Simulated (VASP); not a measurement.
An input for Ansatz (written as the equivalent of a VASP run, and not itself run):

Ansatz 0.2 input:
```yaml
crystal:
  lattice:
    - [4.6013500, 0.0000000, 0.0000000]
    - [-2.3006750, 3.9848860, 0.0000000]
    - [0.0000000, 0.0000000, 5.9000600]
  atoms:
    - { symbol: Te, position: [0.2471170, -0.0075260, 0.3318140] }
    - { symbol: Te, position: [0.0026940, 0.2535320, 0.6624530] }
    - { symbol: Te, position: [0.7501890, 0.7539940, 0.0057330] }
kpoints:
  mp_grid: { grid: [7, 7, 5] }
hamiltonian:
  xc: pbe
  pseudopotentials: { kind: paw }
scf:
  occupations: { method: gaussian, width: 0.1 }
  max_iter: 100
output: { forces: true, stress: true, eigenvalues: true }
```

Q: Write the VASP files for the same calculation (PBE).

A: Several could match; the one computed here: 
File KPOINTS:
```
Automatic mesh
0
G
 7 7 5
0 0 0
```

File POSCAR:
```
Te
5.900060
  0.7798818995   0.0000000000   0.0000000000
 -0.3899409498   0.6753975383   0.0000000000
  0.0000000000   0.0000000000   1.0000000000
Te
3
Cartesian
  0.1956567709  -0.0050830419   0.3318140000
 -0.0967615070   0.1712348887   0.6624530000
  0.2910456858   0.5092456915   0.0057330000
```

INCAR:
```
PREC  =  Accurate
SYSTEM  =  Te
LWAVE  =  F
GGA  =  PE   ! PBE
LREAL  =  F   ! projection in real space or not
LMAXMIX  =  4   ! l cut-off of mixed one-centre charges
ENCUT  =  300   ! plane-wave cut-off (eV)
ISIF  =  2
EDIFF  =  1E-6   ! SCF stop (eV)
LASPH  =  T
ALGO  =  Normal   ! blocked Davidson
LCHARG  =  F
ISMEAR  =  0   ! Gaussian
SIGMA  =  0.1
NELM  =  100   ! most electronic steps
```

POTCAR, in this order: Te (PBE.64 set). Program: vasp_std.

What does not carry over: each code has its own PAW files, so the cut-off isn't converted (ENCUT is set for VASP's; basis.ecutwfc is left out, and Ansatz then takes the one that its files recommend); Ansatz stops its SCF on the density residual and VASP on the energy change (EDIFF).

The structure comes from a computed database's Te entry; how it stands against other phases isn't given here. The cell was not relaxed at this level, atoms are displaced from their ideal sites.
